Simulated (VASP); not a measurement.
**A point defect in NbFeF6**

Wanted: what a point defect costs in NbFeF6 and how the lattice relaxes round it. The start is a cell from a database of measured crystal structures.

Program: VASP 6.6.1. Level of theory: PBEsol, spin-polarised from a ferromagnetic start; plane waves and PAW (Nb_pv, Fe, F), in the first sound run; inputs show where later runs differ. Results are calculated unless marked as measured.

**1. The host crystal**

It takes space group R-3 (No. 148, trigonal). The conventional cell has a = 5.394 Å, b = 5.394 Å, c = 14.146 Å, α = 90.00°, β = 90.00°, γ = 120.00°. Nearest to Nb lie 6 F at 1.91 Å. Fe has 6 F at 2.12 Å nearest. F has 1 Nb at 1.91 Å and 1 Fe at 2.12 Å nearest. Farther neighbours and most contacts between anions are not listed.

Coordinates:

```
Nb Fe F
1.0
     2.69710    1.55717    4.71523
    -2.69710    1.55717    4.71523
     0.00000   -3.11434    4.71523
Nb Fe F
1 1 6
Direct
  0.50000 0.50000 0.50000
  0.00000 0.00000 0.00000
  0.35570 0.73790 0.17130
  0.17130 0.35570 0.73790
  0.73790 0.17130 0.35570
  0.64430 0.26210 0.82870
  0.82870 0.64430 0.26210
  0.26210 0.82870 0.64430
```

**2. Relaxing the host crystal**

First cell and atoms are relaxed at a raised cutoff, so that later runs start from this functional's own cell.

INCAR reads:

```
SYSTEM = NbFeF6
PREC = Accurate
ENCUT = 520
EDIFF = 1E-06
NELM = 120
ISMEAR = 0
SIGMA = 0.05
LREAL = .FALSE.
ALGO = Normal
GGA = PS
NBANDS = 42
ISPIN = 2
MAGMOM = 0 3 0 0 0 0 0 0
LMAXMIX = 4
LORBIT = 11
LWAVE = .FALSE.
LCHARG = .FALSE.
KPAR = 4
IBRION = 2
NSW = 40
ISIF = 3
EDIFFG = -0.02
POTIM = 0.4
```

POSCAR reads:

```
NbFeF6
1.0
    2.6971000000      1.5571714110      4.7152333333
   -2.6971000000      1.5571714110      4.7152333333
    0.0000000000     -3.1143428221      4.7152333333
Nb Fe F
1 1 6
Direct
    0.5000000000      0.5000000000      0.5000000000
    0.0000000000      0.0000000000      0.0000000000
    0.3557000000      0.7379000000      0.1713000000
    0.1713000000      0.3557000000      0.7379000000
    0.7379000000      0.1713000000      0.3557000000
    0.6443000000      0.2621000000      0.8287000000
    0.8287000000      0.6443000000      0.2621000000
    0.2621000000      0.8287000000      0.6443000000
```

KPOINTS reads:

```
Automatic mesh
0
Gamma
4 4 4
0 0 0
```

The projector-augmented-wave data sets are Nb_pv, Fe and F (PBE family, release 64).

Started as:

```
$ mpirun -np 4 vasp_std
```

The log of the run:

```text
[banner, memory and clock lines left out]
running    4 mpi-ranks, on    1 nodes
[...]
|                                                                             |
|               ----> ADVICE to this user running VASP <----                  |
|                                                                             |
|     You enforced a specific xc type in the INCAR file but a different       |
|     [... a line on the potential file left out ...]
|     I HOPE YOU KNOW WHAT YOU ARE DOING!                                     |
|                                                                             |

 LDA part: xc-table for (Slater+PW92), standard interpolation
 POSCAR, INCAR and KPOINTS ok, starting setup
[...]
entering main loop
       N       E                     dE             d eps       ncg     rms          rms(c)
DAV:   1     0.809238965853E+03    0.80924E+03   -0.30081E+04  2368   0.150E+03
DAV:   2     0.696286184959E+02   -0.73961E+03   -0.69204E+03  2392   0.475E+02
DAV:   3    -0.508800129786E+02   -0.12051E+03   -0.11675E+03  3250   0.200E+02
DAV:   4    -0.564437823784E+02   -0.55638E+01   -0.55382E+01  3128   0.477E+01
[...]
DAV:  27    -0.510460974427E+02   -0.72008E-04   -0.43166E-05  2524   0.421E-02    0.245E-02
DAV:  28    -0.510460984706E+02   -0.10279E-05   -0.18777E-05  2432   0.205E-02    0.166E-02
DAV:  29    -0.510460989283E+02   -0.45770E-06   -0.22666E-06  1746   0.953E-03
   1 F= -.51046099E+02 E0= -.51042220E+02  d E =-.510461E+02  mag=     3.0000
[... from here on, the cycles between the ionic steps are left out ...]
   2 F= -.51291158E+02 E0= -.51288047E+02  d E =-.245059E+00  mag=     3.0000
   3 F= -.51421233E+02 E0= -.51418121E+02  d E =-.375134E+00  mag=     3.0000
   4 F= -.51518570E+02 E0= -.51515818E+02  d E =-.973376E-01  mag=     3.0000
   5 F= -.51553883E+02 E0= -.51551285E+02  d E =-.132650E+00  mag=     3.0000
   6 F= -.51553912E+02 E0= -.51551316E+02  d E =-.132679E+00  mag=     3.0000
   7 F= -.51554361E+02 E0= -.51551741E+02  d E =-.448606E-03  mag=     3.0000
   8 F= -.51554388E+02 E0= -.51551758E+02  d E =-.476241E-03  mag=     3.0000
   9 F= -.51554743E+02 E0= -.51552104E+02  d E =-.355148E-03  mag=     3.0000
  10 F= -.51555742E+02 E0= -.51553071E+02  d E =-.135427E-02  mag=     3.0000
  11 F= -.51557426E+02 E0= -.51554685E+02  d E =-.303772E-02  mag=     3.0000
  12 F= -.51559704E+02 E0= -.51556804E+02  d E =-.531609E-02  mag=     3.0000
  13 F= -.51559925E+02 E0= -.51556605E+02  d E =-.553648E-02  mag=     3.0000
  14 F= -.51560570E+02 E0= -.51557458E+02  d E =-.618214E-02  mag=     3.0000
  15 F= -.51561177E+02 E0= -.51558039E+02  d E =-.606365E-03  mag=     3.0000
  16 F= -.51562802E+02 E0= -.51559577E+02  d E =-.223127E-02  mag=     3.0000
  17 F= -.51565221E+02 E0= -.51561810E+02  d E =-.465085E-02  mag=     3.0000
  18 F= -.51566670E+02 E0= -.51562807E+02  d E =-.609942E-02  mag=     3.0000
  19 F= -.51566754E+02 E0= -.51563015E+02  d E =-.618398E-02  mag=     3.0000
[...]
hard stop encountered!  aborting job ...
[...]
|     The electronic self-consistency was not achieved in the given           |
[...]
soft stop encountered!  aborting job ...
  20 F= -.51567469E+02 E0= -.51563686E+02  d E =-.756493E-02  mag=     3.0000
 deleting file STOPCAR
```

Elapsed: 20 min, on 4 MPI ranks of AMD EPYC 7R43, shared host; peak memory 1.6 GiB.

Lines that name or quote the potential files are left out of all logs, and their timing lines are given in words.

Relaxation path:

```
step  energy less that of the first step (eV)  largest force (eV/Å)  pressure (GPa)  volume (Å³)
   1                                   0.0000                2.0431            6.61       118.82
   2                                  -0.2451                0.5106           -7.94       127.45
   3                                  -0.3751                0.4232           -3.29       123.99
   4                                  -0.4725                0.2555           -1.73       120.71
   5                                  -0.5078                0.0441            0.13       117.62
   6                                  -0.5078                0.0352            0.21       117.50
   7                                  -0.5083                0.0422            0.00       117.69
   8                                  -0.5083                0.0526           -0.11       117.76
   9                                  -0.5086                0.0534           -0.07       117.80
  10                                  -0.5096                0.0549           -0.04       117.90
  11                                  -0.5113                0.0614            0.04       118.10
  12                                  -0.5136                0.0831            0.22       118.50
  13                                  -0.5138                0.1411            0.49       119.30
  14                                  -0.5145                0.1133            0.40       118.94
  15                                  -0.5151                0.1082            0.40       119.06
  16                                  -0.5167                0.0942            0.27       119.44
  17                                  -0.5191                0.0716            0.09       120.21
  18                                  -0.5206                0.0598           -0.27       121.74
  19                                  -0.5207                0.0575           -0.16       121.35
```

```csv
"conventional cell, symmetrised",before,after,change
a (Å),5.394,5.505,+2.1 %
b (Å),5.394,5.505,+2.1 %
c (Å),14.146,13.872,-1.9 %
volume (Å³/atom),14.85,15.17,+2.1 %
```

The atoms that moved most (Å, as changes of fractional coordinates times the final cell):

```
atom      dx      dy      dz  length
  F5   0.004   0.117  -0.072   0.137
  F4   0.099  -0.062  -0.072   0.137
  F3  -0.103  -0.055  -0.072   0.137
  F8  -0.004  -0.117   0.072   0.137
  F7  -0.099   0.062   0.072   0.137
  F6   0.103   0.055   0.072   0.137
```

The relaxed structure:

```xyz
8
Lattice="2.7524 1.5891 4.6240 -2.7524 1.5891 4.6240 0.0000 -3.1782 4.6240" Properties=species:S:1:pos:R:3 pbc="T T T"
Nb    0.0000    0.0000    6.9361
Fe    0.0000    0.0000    0.0000
F    -1.1554    1.1386    5.7774
F    -0.4083   -1.5699    5.7774
F     1.5637    0.4313    5.7774
F     1.1554   -1.1386    8.0947
F     0.4083    1.5699    8.0947
F    -1.5637   -0.4313    8.0947
```

The stop cut the electronic loop of the last step short, so that step is set aside; the step before it may be unsound too where the loop had begun to diverge.

The run met its time limit with a largest force of 0.06 eV/Å at its last finished step, short of the threshold.

(Part 1 of 4 ends here.)

[Lines on the potential files, build, host, timing and source positions are cut from VASP's logs without a mark.]

[Logs are printed without paths, hosts, clocks, repeated set-up lines and the standing remarks that a program may print on its own settings, such as how far it seeks lower states.]

[Hosts, paths, dates, database ids (printed as entryN), source tags and the programs' standing remarks are cut or masked in the printed files.]

[In band tables of VASP the shares of atoms and orbitals are scaled to a sum of 1 inside the atoms' spheres.]

[Runs that stopped without an error message from VASP are left out.]
